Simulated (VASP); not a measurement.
Given:

```xyz
2
Lattice="1.8156 -3.1447 0.0000 1.8156 3.1447 0.0000 0.0000 0.0000 5.7018" Properties=species:S:1:pos:R:3 pbc="T T T"
Er     1.8156     1.0482     1.4255
Er     1.8156    -1.0482     4.2764
```

All values below come from PBE GGA, VASP's PBE PAW potentials (set 64) (plane waves; VASP). Run with 400 eV cut-off, 10×10×6 Γ-centred mesh, first-order Methfessel-Paxton smearing of 0.10 eV, potentials Er_3.

The 4f electrons are frozen in the core of the lanthanide potential, so 4f levels, which can set the real gap, and their magnetism are missing.

Problem. Give the stress tensor in GPa (positive for a compressed cell).

Solution. 
```
-1.91   0.00   0.00
 0.00  -1.91   0.00
 0.00   0.00  -2.99
```
The pressure is its mean diagonal, -2.27 GPa.

The compound is Er in the hcp structure. The cell was not relaxed at this level.
